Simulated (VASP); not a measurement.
Computed with rev-vdW-DF2, VASP's PBE PAW potentials (set 64) (plane waves; VASP).

VASP input:

File KPOINTS:
```
Automatic mesh
0
Gamma
13 13 7
0 0 0
```

### INCAR
```
LREAL  =  F
SYSTEM  =  Sc
NELM  =  100
ENCUT  =  520   ! plane-wave cut-off (eV)
IBRION  =  2   ! conjugate gradients
ALGO  =  Normal   ! blocked Davidson
EDIFFG  =  -0.01
ZAB_VDW  =  -1.8867
LASPH  =  T
LCHARG  =  F
ISMEAR  =  1   ! Methfessel-Paxton
AGGAC  =  0.0
NSW  =  30
PREC  =  Accurate
LWAVE  =  F
PARAM2  =  0.7114
LMAXMIX  =  4
GGA  =  MK
LUSE_VDW  =  T
EDIFF  =  1E-7   ! SCF stop (eV)
PARAM1  =  0.1234568
ISIF  =  4
SIGMA  =  0.1   ! width (eV)
```

File POSCAR:
```
Sc
1
    1.6446815312    -2.8486718894     0.0000000000
    1.6446815312     2.8486718894     0.0000000000
    0.0000000000     0.0000000000     5.0998602109
Sc
2
Direct
  0.3333330000   0.6666670000   0.2500000000
  0.6666670000   0.3333330000   0.7500000000
```

POTCAR, in this order: Sc_sv (PBE.64 set). Program: vasp_std.

The resulting files:

OSZICAR:
```
       N       E                     dE             d eps       ncg     rms          rms(c)
DAV:   1     0.388881936687E+03    0.38888E+03   -0.11059E+04  2528   0.156E+03
DAV:   2     0.137508638482E+02   -0.37513E+03   -0.36957E+03  3523   0.660E+02
DAV:   3    -0.874381280263E+01   -0.22495E+02   -0.21810E+02  4206   0.188E+02
DAV:   4    -0.908357865419E+01   -0.33977E+00   -0.33623E+00  3867   0.222E+01
DAV:   5    -0.908900550357E+01   -0.54268E-02   -0.54255E-02  4221   0.268E+00    0.785E+00
DAV:   6    -0.794732847996E+01    0.11417E+01   -0.26565E+00  3157   0.215E+01    0.235E+00
DAV:   7    -0.779782959623E+01    0.14950E+00   -0.64411E-01  3276   0.963E+00    0.817E-01
DAV:   8    -0.778791282296E+01    0.99168E-02   -0.26141E-02  3472   0.249E+00    0.223E-01
DAV:   9    -0.778685696089E+01    0.10559E-02   -0.66871E-03  3276   0.100E+00    0.249E-02
DAV:  10    -0.778689461218E+01   -0.37651E-04   -0.14017E-04  4270   0.177E-01    0.729E-03
DAV:  11    -0.778689280308E+01    0.18091E-05   -0.36153E-06  3882   0.280E-02    0.208E-03
DAV:  12    -0.778689389349E+01   -0.10904E-05   -0.39996E-07  2898   0.822E-03    0.904E-04
DAV:  13    -0.778689357686E+01    0.31662E-06   -0.37690E-08  1967   0.393E-03    0.121E-04
DAV:  14    -0.778689357948E+01   -0.26171E-08   -0.10816E-08  1995   0.287E-03
   1 F= -.77868936E+01 E0= -.77862887E+01  d E =-.778689E+01
       N       E                     dE             d eps       ncg     rms          rms(c)
DAV:   1    -0.778710100748E+01   -0.20743E-03   -0.25221E-02  2744   0.340E+00    0.104E-01
DAV:   2    -0.778706681065E+01    0.34197E-04   -0.18224E-03  4067   0.703E-01    0.662E-02
DAV:   3    -0.778697053151E+01    0.96279E-04   -0.32095E-04  4640   0.255E-01    0.949E-03
DAV:   4    -0.778696842936E+01    0.21022E-05   -0.15465E-05  3828   0.663E-02    0.476E-03
DAV:   5    -0.778696848467E+01   -0.55310E-07   -0.53427E-07  3092   0.133E-02
   2 F= -.77869685E+01 E0= -.77863975E+01  d E =-.749052E-04
       N       E                     dE             d eps       ncg     rms          rms(c)
DAV:   1    -0.778715918410E+01   -0.19075E-03   -0.32006E-02  2688   0.383E+00    0.117E-01
DAV:   2    -0.778711716240E+01    0.42022E-04   -0.23142E-03  4053   0.792E-01    0.745E-02
DAV:   3    -0.778699492368E+01    0.12224E-03   -0.40573E-04  4648   0.287E-01    0.106E-02
DAV:   4    -0.778699232207E+01    0.26016E-05   -0.19580E-05  3796   0.748E-02    0.532E-03
DAV:   5    -0.778699237912E+01   -0.57045E-07   -0.68908E-07  3276   0.151E-02
   3 F= -.77869924E+01 E0= -.77864621E+01  d E =-.987996E-04
```

File OUTCAR:
```
------------------------ aborting loop because EDIFF is reached ----------------------------------------
  FORCE on cell =-STRESS in cart. coord.  units (eV):
  Direction    XX          YY          ZZ          XY          YZ          ZX
  --------------------------------------------------------------------------------------
  Total       -0.0131585     -0.0131585     -0.0099835      0.0000000     -0.0000000      0.0000000
  in kB       -0.4411669     -0.4411669     -0.3347209      0.0000000     -0.0000000      0.0000000
  external PRESSURE =      -0.4056849 kB  Pullay stress =       0.0000000 kB
  volume of cell :       47.79
      direct lattice vectors                 reciprocal lattice vectors
     1.646899181 -2.852512971 -0.000000000     0.303600855 -0.175284041 -0.000000000
     1.646899181  2.852512971  0.000000000     0.303600855  0.175284041  0.000000000
     0.000000000 -0.000000000  5.086134916     0.000000000 -0.000000000  0.196612952
 POSITION                                       TOTAL-FORCE (eV/Angst)
 -----------------------------------------------------------------------------------
      1.64690      0.95084      1.27153         0.000000     -0.000000      0.000000
      1.64690     -0.95084      3.81460        -0.000000      0.000000      0.000000
 -----------------------------------------------------------------------------------
    total drift:                                0.000120      0.000685     -0.000015
  FREE ENERGIE OF THE ION-ELECTRON SYSTEM (eV)
  ---------------------------------------------------
  free  energy   TOTEN  =        -7.7869923791 eV

  energy  without entropy=       -7.7854016217  energy(sigma->0) =       -7.78646213

 reached required accuracy - stopping structural energy minimisation
```
(Selected blocks of OUTCAR.)

### CONTCAR
```
Sc
   1.00000000000000
     1.6468991808942068   -2.8525129711020432   -0.0000000000000000
     1.6468991808942068    2.8525129711020432    0.0000000000000000
     0.0000000000000000   -0.0000000000000000    5.0861349157750748
  Sc
     2
Direct
     0.3333330000000032    0.6666669999999968    0.2500000000000000
     0.6666669999999968    0.3333330000000032    0.7500000000000000
```

The compound is Sc in the hcp structure. This run relaxes it. Symmetry was kept, so distortions that lower it aren't found.
